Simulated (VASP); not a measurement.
Here is the system:

```
LiNbO3
1.0
    2.59101     1.49592     4.54530
   -2.59101     1.49592     4.54530
    0.00000    -2.99184     4.54530
Li Nb O
2 2 6
Cartesian
  0.00000   0.00000   3.40898
  0.00000   0.00000  10.22693
  0.00000   0.00000   0.00000
  0.00000   0.00000   6.81795
 -0.62145  -1.49592   5.68163
  1.60623   0.20977   5.68163
 -0.98478   1.28615   5.68163
  0.62145   1.49592   7.95428
 -1.60623  -0.20977   7.95428
  0.98478  -1.28615   7.95428
```

These are PBEsol GGA, VASP's PBE PAW potentials (set 64) (plane waves; VASP) values and carry that method's errors. Run with 520 eV cut-off, Gaussian smearing of 0.050 eV, potentials Li_sv Nb_sv O.

Q: Give the energies of bands 25 to 38 at the high-symmetry points, in eV from the valence-band maximum.

A: 
```csv
band,Γ,T,H2,L,S0,F
25,-1.69,-2.93,-1.91,-2.77,-2.20,-1.94
26,-1.38,-2.93,-1.91,-2.77,-2.06,-1.93
27,-0.77,-2.41,-1.61,-2.49,-1.50,-1.61
28,-0.47,-2.41,-1.61,-2.49,-1.46,-1.42
29,-0.47,-0.59,-1.09,-0.51,-1.16,-1.27
30,-0.27,-0.59,-1.09,-0.51,-1.01,-1.09
31,-0.27,-0.32,-0.79,-0.29,-0.94,-0.94
32,-0.22,-0.32,-0.79,-0.29,-0.60,-0.43
33,-0.22,-0.32,-0.36,-0.24,-0.42,-0.30
34,-0.06,-0.32,-0.36,-0.24,-0.19,-0.28
35,2.59,4.23,3.54,4.20,3.13,2.54
36,2.59,4.23,3.54,4.20,3.78,3.68
37,2.76,4.55,4.26,4.26,4.23,4.05
38,4.79,4.55,4.26,4.26,4.34,4.45
```

The gap is indirect, 2.54 eV, from the valence maximum at Γ-S0 at 0.45 to the conduction minimum at F.

The structure comes from a measured LiNbO3 entry (R-3c) of the Crystallography Open Database, whose conditions weren't checked. It was relaxed first, which changed the volume by -5 %.
